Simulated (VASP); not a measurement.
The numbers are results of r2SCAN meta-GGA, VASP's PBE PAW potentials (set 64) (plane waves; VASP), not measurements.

Input for VASP

INCAR:
```
SYSTEM = BAs
PREC = Accurate
ENCUT = 520
EDIFF = 1E-6
NELM = 100
ALGO = Normal
LREAL = .FALSE.
LASPH = .TRUE.
ISMEAR = 0
SIGMA = 0.05
METAGGA = R2SCAN
LMIXTAU = .TRUE.
LMAXMIX = 4
LWAVE = .FALSE.
LCHARG = .FALSE.
IBRION = 2
ISIF = 3
NSW = 60
EDIFFG = -0.01
```

**KPOINTS**
```
Automatic mesh
0
Gamma
9 9 9
0 0 0
```

File POSCAR:
```
BAs
1
   -0.0000000000     2.3932033126     2.3932033126
    2.3932033126    -0.0000000000     2.3932033126
    2.3932033126     2.3932033126    -0.0000000000
B As
1 1
Direct
  0.2500000000   0.2500000000   0.2500000000
  0.0000000000   0.0000000000   0.0000000000
```

POTCAR, in this order: B As (PBE.64 set). Program: vasp_std.

The resulting files:

### OSZICAR
```
       N       E                     dE             d eps       ncg     rms          rms(c)
DAV:   1    -0.239032665670E+01   -0.23903E+01   -0.39544E+03   560   0.895E+02
DAV:   2    -0.235876891789E+02   -0.21197E+02   -0.19760E+02   888   0.105E+02
DAV:   3    -0.238451880696E+02   -0.25750E+00   -0.25750E+00   656   0.139E+01
DAV:   4    -0.238454873690E+02   -0.29930E-03   -0.29930E-03   848   0.514E-01
DAV:   5    -0.238454874436E+02   -0.74618E-07   -0.74618E-07   640   0.610E-03    0.495E+00
DAV:   6    -0.222063371495E+02    0.16392E+01   -0.10429E+00   696   0.725E+00    0.287E+00
DAV:   7    -0.220351214859E+02    0.17122E+00   -0.45798E-01   608   0.432E+00    0.823E-01
DAV:   8    -0.220722834046E+02   -0.37162E-01   -0.21498E-01   560   0.423E+00    0.388E-01
DAV:   9    -0.222129669877E+02   -0.14068E+00   -0.18852E-02   584   0.127E+00    0.201E-01
DAV:  10    -0.222166799936E+02   -0.37130E-02   -0.22575E-04   816   0.147E-01    0.196E-01
DAV:  11    -0.222326180171E+02   -0.15938E-01   -0.85766E-04   560   0.341E-01    0.145E-01
DAV:  12    -0.222555595147E+02   -0.22941E-01   -0.11276E-02   680   0.112E+00    0.855E-02
DAV:  13    -0.222555217082E+02    0.37806E-04   -0.11905E-04   576   0.124E-01    0.644E-02
DAV:  14    -0.222555164685E+02    0.52397E-05   -0.15047E-05   728   0.422E-02    0.385E-02
DAV:  15    -0.222555619234E+02   -0.45455E-04   -0.30189E-05   720   0.590E-02    0.432E-03
DAV:  16    -0.222555727229E+02   -0.10799E-04   -0.64845E-06   784   0.257E-02    0.122E-02
DAV:  17    -0.222555733762E+02   -0.65330E-06   -0.19168E-06   560   0.166E-02
   1 F= -.22255573E+02 E0= -.22255573E+02  d E =-.222556E+02
```

### OUTCAR
```
------------------------ aborting loop because EDIFF is reached ----------------------------------------
  FORCE on cell =-STRESS in cart. coord.  units (eV):
  Direction    XX          YY          ZZ          XY          YZ          ZX
  --------------------------------------------------------------------------------------
  Total        0.0035357      0.0035357      0.0035357     -0.0000000      0.0000000     -0.0000000
  in kB        0.2066421      0.2066421      0.2066421     -0.0000000      0.0000000     -0.0000000
  external PRESSURE =       0.2066421 kB  Pullay stress =       0.0000000 kB
  volume of cell :       27.41
      direct lattice vectors                 reciprocal lattice vectors
     0.000000000  2.393203313  2.393203313    -0.208924999  0.208924999  0.208924999
     2.393203313  0.000000000  2.393203313     0.208924999 -0.208924999  0.208924999
     2.393203313  2.393203313  0.000000000     0.208924999  0.208924999 -0.208924999
  FREE ENERGIE OF THE ION-ELECTRON SYSTEM (eV)
  ---------------------------------------------------
  free  energy   TOTEN  =       -22.2555733762 eV

  energy  without entropy=      -22.2555733762  energy(sigma->0) =      -22.25557338

 reached required accuracy - stopping structural energy minimisation
```
(Selected blocks of OUTCAR.)

The structure comes from a computed database's BAs entry (F-43m); how it stands against other phases isn't given here. It was relaxed first. The start is the result of an earlier pass.
